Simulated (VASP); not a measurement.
OSZICAR of a VASP run on WC (wc):

File OSZICAR:
```
       N       E                     dE             d eps       ncg     rms          rms(c)
DAV:   1     0.110224362050E+03    0.11022E+03   -0.98294E+03  3822   0.154E+03
DAV:   2    -0.206982547475E+02   -0.13092E+03   -0.12751E+03  4382   0.380E+02
DAV:   3    -0.245406513905E+02   -0.38424E+01   -0.38082E+01  4590   0.605E+01
DAV:   4    -0.245770850320E+02   -0.36434E-01   -0.36405E-01  4212   0.620E+00
DAV:   5    -0.245773970597E+02   -0.31203E-03   -0.31199E-03  4577   0.588E-01    0.321E+01
DAV:   6    -0.216644529687E+02    0.29129E+01   -0.92018E+00  4307   0.313E+01    0.859E+00
DAV:   7    -0.216087786678E+02    0.55674E-01   -0.37768E-01  4002   0.556E+00    0.601E+00
DAV:   8    -0.215850663042E+02    0.23712E-01   -0.65752E-02  4237   0.249E+00    0.854E-01
DAV:   9    -0.215840668727E+02    0.99943E-03   -0.34306E-03  4087   0.472E-01    0.140E-01
DAV:  10    -0.215840555941E+02    0.11279E-04   -0.27731E-04  4442   0.223E-01    0.716E-02
DAV:  11    -0.215840540167E+02    0.15774E-05   -0.20179E-05  4147   0.428E-02    0.102E-02
DAV:  12    -0.215840529103E+02    0.11065E-05   -0.48701E-06  4127   0.216E-02    0.283E-03
DAV:  13    -0.215840529301E+02   -0.19845E-07   -0.97926E-08  1971   0.330E-03
   1 F= -.21584053E+02 E0= -.21583916E+02  d E =-.215841E+02
       N       E                     dE             d eps       ncg     rms          rms(c)
DAV:   1    -0.224179678960E+02   -0.83391E+00   -0.21587E+01  3887   0.692E+01    0.120E+01
DAV:   2    -0.216632259574E+02    0.75474E+00   -0.24527E+00  3937   0.181E+01    0.265E+00
DAV:   3    -0.215416536044E+02    0.12157E+00   -0.27220E-01  4012   0.399E+00    0.108E+00
DAV:   4    -0.215196611137E+02    0.21992E-01   -0.85233E-02  4192   0.313E+00    0.884E-01
DAV:   5    -0.215211310354E+02   -0.14699E-02   -0.54831E-03  4237   0.804E-01    0.190E-01
DAV:   6    -0.215203020366E+02    0.82900E-03   -0.22394E-03  4287   0.329E-01    0.321E-02
DAV:   7    -0.215203050229E+02   -0.29863E-05   -0.13356E-04  4232   0.953E-02    0.131E-02
DAV:   8    -0.215203057065E+02   -0.68356E-06   -0.11292E-06  3080   0.125E-02
   2 F= -.21520306E+02 E0= -.21520190E+02  d E =0.637472E-01
       N       E                     dE             d eps       ncg     rms          rms(c)
DAV:   1    -0.220343628950E+02   -0.51406E+00   -0.10632E+01  3877   0.463E+01    0.945E+00
DAV:   2    -0.216620236081E+02    0.37234E+00   -0.84044E-01  3902   0.121E+01    0.189E+00
DAV:   3    -0.216038272990E+02    0.58196E-01   -0.10454E-01  4162   0.310E+00    0.700E-01
DAV:   4    -0.215952762540E+02    0.85510E-02   -0.24167E-02  4252   0.175E+00    0.835E-01
DAV:   5    -0.215954565135E+02   -0.18026E-03   -0.17808E-03  4352   0.478E-01    0.462E-02
DAV:   6    -0.215954165178E+02    0.39996E-04   -0.21710E-04  4392   0.125E-01    0.832E-03
DAV:   7    -0.215954143110E+02    0.22068E-05   -0.74309E-06  4217   0.292E-02    0.498E-03
DAV:   8    -0.215954139158E+02    0.39521E-06   -0.63175E-07  1966   0.106E-02
   3 F= -.21595414E+02 E0= -.21595257E+02  d E =-.113610E-01
       N       E                     dE             d eps       ncg     rms          rms(c)
DAV:   1    -0.215954444365E+02   -0.30126E-04   -0.65010E-04  3892   0.372E-01    0.744E-02
DAV:   2    -0.215954209800E+02    0.23457E-04   -0.58120E-05  3922   0.966E-02    0.148E-02
DAV:   3    -0.215954180266E+02    0.29534E-05   -0.63677E-06  3947   0.222E-02    0.506E-03
DAV:   4    -0.215954178361E+02    0.19044E-06   -0.16480E-06  2181   0.149E-02
   4 F= -.21595418E+02 E0= -.21595261E+02  d E =-.113649E-01
       N       E                     dE             d eps       ncg     rms          rms(c)
DAV:   1    -0.215954384641E+02   -0.20438E-04   -0.61245E-04  3877   0.363E-01    0.723E-02
DAV:   2    -0.215954162723E+02    0.22192E-04   -0.53261E-05  3897   0.928E-02    0.146E-02
DAV:   3    -0.215954134148E+02    0.28575E-05   -0.61890E-06  3982   0.220E-02    0.489E-03
DAV:   4    -0.215954132493E+02    0.16547E-06   -0.15238E-06  2071   0.145E-02
   5 F= -.21595413E+02 E0= -.21595257E+02  d E =-.113603E-01
       N       E                     dE             d eps       ncg     rms          rms(c)
DAV:   1    -0.215965767530E+02   -0.11633E-02   -0.40025E-02  3837   0.240E+00    0.167E-01
DAV:   2    -0.215957516135E+02    0.82514E-03   -0.16243E-03  4067   0.399E-01    0.899E-02
DAV:   3    -0.215954472679E+02    0.30435E-03   -0.76313E-04  4157   0.254E-01    0.331E-02
DAV:   4    -0.215954468294E+02    0.43845E-06   -0.20955E-05  4022   0.480E-02    0.173E-02
DAV:   5    -0.215954458219E+02    0.10076E-05   -0.20410E-06  3304   0.150E-02    0.239E-03
DAV:   6    -0.215954456560E+02    0.16581E-06   -0.32428E-07  1916   0.624E-03
   6 F= -.21595446E+02 E0= -.21595316E+02  d E =-.324067E-04
       N       E                     dE             d eps       ncg     rms          rms(c)
DAV:   1    -0.215957580627E+02   -0.31224E-03   -0.83810E-03  3837   0.110E+00    0.768E-02
DAV:   2    -0.215955819697E+02    0.17609E-03   -0.34304E-04  4072   0.183E-01    0.412E-02
DAV:   3    -0.215955194287E+02    0.62541E-04   -0.15416E-04  4162   0.113E-01    0.153E-02
DAV:   4    -0.215955195180E+02   -0.89275E-07   -0.42447E-06  3934   0.216E-02
   7 F= -.21595520E+02 E0= -.21595378E+02  d E =-.106269E-03
       N       E                     dE             d eps       ncg     rms          rms(c)
DAV:   1    -0.215957861792E+02   -0.26675E-03   -0.68818E-03  3887   0.121E+00    0.239E-01
DAV:   2    -0.215955461444E+02    0.24003E-03   -0.60274E-04  3922   0.312E-01    0.478E-02
DAV:   3    -0.215955087504E+02    0.37394E-04   -0.68396E-05  4127   0.730E-02    0.164E-02
DAV:   4    -0.215955016326E+02    0.71177E-05   -0.17966E-05  4202   0.477E-02    0.195E-02
DAV:   5    -0.215955005229E+02    0.11097E-05   -0.10374E-06  2251   0.125E-02    0.154E-03
DAV:   6    -0.215955003905E+02    0.13243E-06   -0.27878E-07  1911   0.568E-03
   8 F= -.21595500E+02 E0= -.21595358E+02  d E =0.191275E-04
       N       E                     dE             d eps       ncg     rms          rms(c)
DAV:   1    -0.215956436541E+02   -0.14313E-03   -0.29525E-03  3887   0.792E-01    0.156E-01
DAV:   2    -0.215955393899E+02    0.10426E-03   -0.25639E-04  3927   0.204E-01    0.312E-02
DAV:   3    -0.215955248381E+02    0.14552E-04   -0.29219E-05  4112   0.478E-02    0.107E-02
DAV:   4    -0.215955231733E+02    0.16648E-05   -0.76425E-06  4217   0.311E-02    0.128E-02
DAV:   5    -0.215955240931E+02   -0.91979E-06   -0.44077E-07  1916   0.816E-03
   9 F= -.21595524E+02 E0= -.21595382E+02  d E =-.457513E-05
```

**Question.** Which electronic solver shows in the log?

**Answer.** It is blocked Davidson (ALGO = Normal, or the opening steps of other solvers). The INCAR had ALGO = Normal.

**Question.** Can the final energy be trusted as converged?

**Answer.** Self-consistency was reached. It stopped with EDIFF = 1E-6, NELM = 100, NSW = 60 and EDIFFG = -0.01 after 9 ionic steps (revPBE GGA, plane waves, VASP's PBE PAW potentials (set 64)). Energy and stress use the plane-wave basis of the starting cell.

The compound is WC in the wc structure. This run relaxes it. Symmetry was kept, so distortions that lower it aren't found.
